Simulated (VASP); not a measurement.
An input for Quantum ESPRESSO's pw.x (written as the equivalent of a VASP run, and not itself run):

```
&CONTROL
  calculation = 'scf'
  pseudo_dir = './pseudo'
  outdir = './out'
  tprnfor = .true.
  tstress = .true.
/
&SYSTEM
  ibrav = 0
  nat = 2
  ntyp = 2
  ecutwfc = 44
  occupations = 'smearing'
  smearing = 'gaussian'
  degauss = 0.003675
  input_dft = 'pbe'
/
&ELECTRONS
  conv_thr = 7.3e-09
  electron_maxstep = 100
/
ATOMIC_SPECIES
  Al 26.982 Al.upf
  P 30.974 P.upf
CELL_PARAMETERS angstrom
     0.0000000    2.7528190    2.7528190
     2.7528190    0.0000000    2.7528190
     2.7528190    2.7528190    0.0000000
ATOMIC_POSITIONS crystal
  Al   0.0000000  0.0000000  0.0000000
  P    0.2500000  0.2500000  0.2500000
K_POINTS automatic
  8 8 8 0 0 0
```

Problem. Translate this input to VASP (INCAR, KPOINTS, POSCAR, choice of POTCAR).

Solution. This is not unique; one that fits is 
**KPOINTS**
```
kpoints
0
G
8 8 8
0 0 0
```

### INCAR
```
SYSTEM  =  AlP
PREC  =  Accurate; ENCUT  =  480; LREAL  =  .False.
LASPH  =  .True.
EDIFF  =  1E-7; NELM  =  100; ALGO  =  Normal
ISMEAR  =  0; SIGMA  =  0.05
GGA  =  PE
ISIF  =  2
LWAVE  =  .False.; LCHARG  =  .False.
```

POSCAR:
```
AlP
1
    0.0000000000     2.7528190310     2.7528190310
    2.7528190310     0.0000000000     2.7528190310
    2.7528190310     2.7528190310     0.0000000000
Al P
1 1
Direct
  0.0000000000   0.0000000000   0.0000000000
  0.2500000000   0.2500000000   0.2500000000
```

POTCAR, in this order: Al P (PBE.64 set). Program: vasp_std.

What does not carry over: the potentials are each code's own (VASP's PAW set, PseudoDojo norm-conserving files in pw.x), so ENCUT and ecutwfc are chosen apart and not converted; conv_thr bounds pw.x's estimated SCF error, while EDIFF bounds the energy change between steps.

The compound is AlP in the zinc blende structure. It was relaxed first.
